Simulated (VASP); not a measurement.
Runs of VASP 6.6.1 on Hf. The cell holds a sheet with vacuum, 1 atom: a = 2.779 Å, b = 2.779 Å, c = 23.800 Å, α = 90.00°, β = 90.00°, γ = 90.00°. The cell was built by a generator and needn't be a form met in nature.

```tsv
level	potentials or basis	gap on the mesh (eV)	work function (eV)
RPBE	VASP PAW PBE potentials, release 64 (Hf_pv)	none	(b)
LDA	VASP PAW LDA potentials, release 64 (Hf_pv)	none	(c)
PBEsol	VASP PAW PBE potentials, release 64 (Hf_pv)	none	(a)
revPBE	VASP PAW PBE potentials, release 64 (Hf_pv)	none	4.16
PW91	VASP PAW PBE potentials, release 64 (Hf_pv)	none	4.31
r2SCAN	VASP PAW PBE potentials, release 64 (Hf_pv)	none	4.36
BLYP	VASP PAW PBE potentials, release 64 (Hf_pv)	none	3.90
PBE	VASP PAW PBE potentials, release 64 (Hf_pv)	none	4.28
```

Alike in all rows: task work function; no spin polarisation; cell as given; k mesh 10 × 10 × 1; cutoff (eV) 520; smearing fermi-dirac 0.05 eV.

Q: Fill in the values left out.

A: (a) 4.37; (b) 4.15; (c) 4.49.

A k mesh can miss the band edges, and the runs leave out spin-orbit coupling on Hf.

A gap of «none» marks a metal or a gap under the smearing width.
